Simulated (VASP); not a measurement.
Output of a VASP run:

**OUTCAR**
```
 ion  position               nearest neighbor table
   1  0.500  0.500  0.500-   2 2.95   2 2.95   2 2.95   2 2.95   2 2.95   2 2.95   2 2.95   2 2.95
  LATTYP: Found a simple cubic cell.
 ALAT       =     3.4029728579
 Subroutine PRICEL returns:
 Original cell was already a primitive cell.
 Subroutine GETGRP returns: Found 48 space group operations
The static configuration has the point symmetry O_h .
The dynamic configuration has the point symmetry O_h .
The overall configuration has the point symmetry O_h .
 Subroutine INISYM returns: Found 48 space group operations
 Subroutine IBZKPT returns following result:
 Found     56 irreducible k-points:

 Following reciprocal coordinates:
            Coordinates               Weight
  0.000000  0.000000  0.000000      1.000000
  0.100000  0.000000  0.000000      6.000000
  0.200000  0.000000  0.000000      6.000000
  0.300000  0.000000  0.000000      6.000000
  0.400000  0.000000  0.000000      6.000000
  0.500000  0.000000  0.000000      3.000000
  0.100000  0.100000  0.000000     12.000000
  0.200000  0.100000  0.000000     24.000000
  0.300000  0.100000  0.000000     24.000000
  0.400000  0.100000  0.000000     24.000000
  0.500000  0.100000  0.000000     12.000000
  0.200000  0.200000  0.000000     12.000000
  0.300000  0.200000  0.000000     24.000000
  0.400000  0.200000  0.000000     24.000000
  0.500000  0.200000  0.000000     12.000000
  0.300000  0.300000  0.000000     12.000000
  0.400000  0.300000  0.000000     24.000000
  0.500000  0.300000  0.000000     12.000000
  0.400000  0.400000  0.000000     12.000000
  0.500000  0.400000  0.000000     12.000000
  0.500000  0.500000  0.000000      3.000000
  0.100000  0.100000  0.100000      8.000000
  0.200000  0.100000  0.100000     24.000000
  0.300000  0.100000  0.100000     24.000000
  0.400000  0.100000  0.100000     24.000000
  0.500000  0.100000  0.100000     12.000000
  0.200000  0.200000  0.100000     24.000000
  0.300000  0.200000  0.100000     48.000000
  0.400000  0.200000  0.100000     48.000000
  0.500000  0.200000  0.100000     24.000000
  0.300000  0.300000  0.100000     24.000000
  0.400000  0.300000  0.100000     48.000000
  0.500000  0.300000  0.100000     24.000000
  0.400000  0.400000  0.100000     24.000000
  0.500000  0.400000  0.100000     24.000000
  0.500000  0.500000  0.100000      6.000000
  0.200000  0.200000  0.200000      8.000000
  0.300000  0.200000  0.200000     24.000000
  0.400000  0.200000  0.200000     24.000000
  0.500000  0.200000  0.200000     12.000000
   k-points           NKPTS =     56   k-points in BZ     NKDIM =     56   number of bands    NBANDS=     32
   number of dos      NEDOS =    301   number of ions     NIONS =      2
   total plane-waves  NPLWV =  13824
   dimension x,y,z NGX =    24 NGY =   24 NGZ =   24
   dimension x,y,z NGXF=    48 NGYF=   48 NGZF=   48
   ions per type =               1   1
   PREC   = accura    normal or accurate (medium, high low for compatibility)
   ISTART =      0    job   : 0-new  1-cont  2-samecut
   ICHARG =      2    charge: 1-file 2-atom 10-const
   ISPIN  =      1    spin polarized calculation?
   LNONCOLLINEAR =      T non collinear calculations
   LSORBIT =      T    spin-orbit coupling
   INIWAV =      1    electr: 0-lowe 1-rand  2-diag
   ENCUT  =  400.0 eV  29.40 Ry    5.42 a.u.   5.55  5.55  5.55*2*pi/ulx,y,z
   NELM   =    100;   NELMIN=  2; NELMDL= -5     # of ELM steps
   EDIFF  = 0.1E-05   stopping-criterion for ELM
   LREAL  =      F    real-space projection
   NLSPLINE    = F    spline interpolate recip. space projectors
   LMAXMIX     =    6 max onsite mixed and CHGCAR
   VOSKOWN=      0    Vosko Wilk Nusair interpolation
   EDIFFG = 0.1E-04   stopping-criterion for IOM
   NSW    =      0    number of steps for IOM
   NBLOCK =      1;   KBLOCK =      1    inner block; outer block
   IBRION =     -1    ionic relax: 0-MD 1-quasi-New 2-CG
...
```

OSZICAR:
```
       N       E                     dE             d eps       ncg     rms          rms(c)
DAV:   1     0.133852121698E+03    0.13385E+03   -0.11886E+04  3976   0.130E+03
DAV:   2    -0.556432183110E+02   -0.18950E+03   -0.18133E+03  3928   0.424E+02
DAV:   3    -0.628582201573E+02   -0.72150E+01   -0.68085E+01  4704   0.743E+01
DAV:   4    -0.630162269699E+02   -0.15801E+00   -0.15766E+00  4000   0.104E+01
DAV:   5    -0.630211781475E+02   -0.49512E-02   -0.49505E-02  4688   0.184E+00    0.398E+01
DAV:   6    -0.577796991890E+02    0.52415E+01   -0.98617E+00  3632   0.338E+01    0.137E+01
DAV:   7    -0.570919273564E+02    0.68777E+00   -0.47796E+00  3968   0.227E+01    0.152E+01
DAV:   8    -0.569071917369E+02    0.18474E+00   -0.40788E-01  3920   0.589E+00    0.375E+00
DAV:   9    -0.570092111180E+02   -0.10202E+00   -0.26161E-01  3696   0.473E+00    0.145E+00
DAV:  10    -0.570324546903E+02   -0.23244E-01   -0.37506E-02  3976   0.163E+00    0.615E-01
DAV:  11    -0.570305402184E+02    0.19145E-02   -0.39535E-03  4072   0.700E-01    0.431E-01
DAV:  12    -0.570306417258E+02   -0.10151E-03   -0.48706E-03  3888   0.600E-01    0.543E-01
DAV:  13    -0.570322964882E+02   -0.16548E-02   -0.19119E-03  3888   0.389E-01    0.897E-02
DAV:  14    -0.570322462475E+02    0.50241E-04   -0.11394E-04  4008   0.928E-02    0.185E-02
DAV:  15    -0.570323215377E+02   -0.75290E-04   -0.46035E-05  3944   0.644E-02    0.887E-03
DAV:  16    -0.570323202876E+02    0.12500E-05   -0.24460E-06  3960   0.148E-02    0.620E-03
DAV:  17    -0.570323200217E+02    0.26593E-06   -0.45092E-07  2320   0.668E-03
   1 F= -.57032320E+02 E0= -.57031086E+02  d E =-.246810E-02  mag=    -0.0000     0.0000     0.0000
       N       E                     dE             ncg
```

**OUTCAR**
```
------------------------ aborting loop because EDIFF is reached ----------------------------------------
  FORCE on cell =-STRESS in cart. coord.  units (eV):
  Direction    XX          YY          ZZ          XY          YZ          ZX
  --------------------------------------------------------------------------------------
  Total       -0.0215690     -0.0215690     -0.0215690      0.0000000      0.0000000      0.0000000
  in kB       -0.8769315     -0.8769315     -0.8769315      0.0000000      0.0000000      0.0000000
  external PRESSURE =      -0.8769315 kB  Pullay stress =       0.0000000 kB
  volume of cell :       39.41
      direct lattice vectors                 reciprocal lattice vectors
     3.402972858  0.000000000  0.000000000     0.293860704  0.000000000  0.000000000
     0.000000000  3.402972858  0.000000000     0.000000000  0.293860704  0.000000000
     0.000000000  0.000000000  3.402972858     0.000000000  0.000000000  0.293860704
 POSITION                                       TOTAL-FORCE (eV/Angst)
 -----------------------------------------------------------------------------------
      1.70149      1.70149      1.70149         0.000000      0.000000      0.000000
      0.00000      0.00000      0.00000         0.000000      0.000000      0.000000
 -----------------------------------------------------------------------------------
    total drift:                                0.000000     -0.000000      0.000000
  FREE ENERGIE OF THE ION-ELECTRON SYSTEM (eV)
  ---------------------------------------------------
  free  energy   TOTEN  =       -57.0323200217 eV

  energy  without entropy=      -57.0298519231  energy(sigma->0) =      -57.03108597

 Ion:    1  E_soc:     -0.5310459

 Ion:    2  E_soc:     -0.3050410
```
(Selected blocks of OUTCAR.)

POSCAR:
```
TbRh
1
    3.4029728579     0.0000000000    -0.0000000000
    0.0000000000     3.4029728579     0.0000000000
   -0.0000000000     0.0000000000     3.4029728579
Tb Rh
1 1
Direct
  0.5000000000   0.5000000000   0.5000000000
  0.0000000000   0.0000000000   0.0000000000
```

### Question
Write an INCAR and KPOINTS that could have produced this output.

### Answer
This is not unique; one that fits is the input of the run itself, r2SCAN+rVV10 with spin-orbit coupling, plane waves, VASP's PBE PAW potentials (set 64).

### KPOINTS
```
Automatic mesh
0
Gamma
10 10 10
0 0 0
```

KPOINTS_OPT:
```
k-points along high-symmetry lines
8
Line-mode
Reciprocal
  0.000000   0.000000   0.000000 ! GAMMA
  0.000000   0.500000   0.000000 ! X

  0.000000   0.500000   0.000000 ! X
  0.500000   0.500000   0.000000 ! M

  0.500000   0.500000   0.000000 ! M
  0.000000   0.000000   0.000000 ! GAMMA

  0.000000   0.000000   0.000000 ! GAMMA
  0.500000   0.500000   0.500000 ! R

  0.500000   0.500000   0.500000 ! R
  0.000000   0.500000   0.000000 ! X

  0.500000   0.500000   0.500000 ! R
  0.500000   0.500000   0.000000 ! M
```

**INCAR**
```
SYSTEM = TbRh
PREC = Accurate
ENCUT = 400
EDIFF = 1E-6
NELM = 100
ALGO = Normal
LREAL = .FALSE.
LASPH = .TRUE.
ISMEAR = 0
SIGMA = 0.05
METAGGA = R2SCAN
LUSE_VDW = .TRUE.
BPARAM = 11.95
CPARAM = 0.0093
LMIXTAU = .TRUE.
LMAXMIX = 6
LWAVE = .FALSE.
LCHARG = .FALSE.
LSORBIT = .TRUE.
MAGMOM = 0 0 0 0 0 0
GGA_COMPAT = .FALSE.
```

POTCAR, in this order: Tb_3 Rh_pv (PBE.64 set). Program: vasp_ncl.

The 4f electrons are frozen in the core of the lanthanide potential, so 4f levels, which can set the real gap, and their magnetism are missing.

The structure comes from a measured TbRh entry (Pm-3m) of the Crystallography Open Database, whose conditions weren't checked. It was relaxed first.
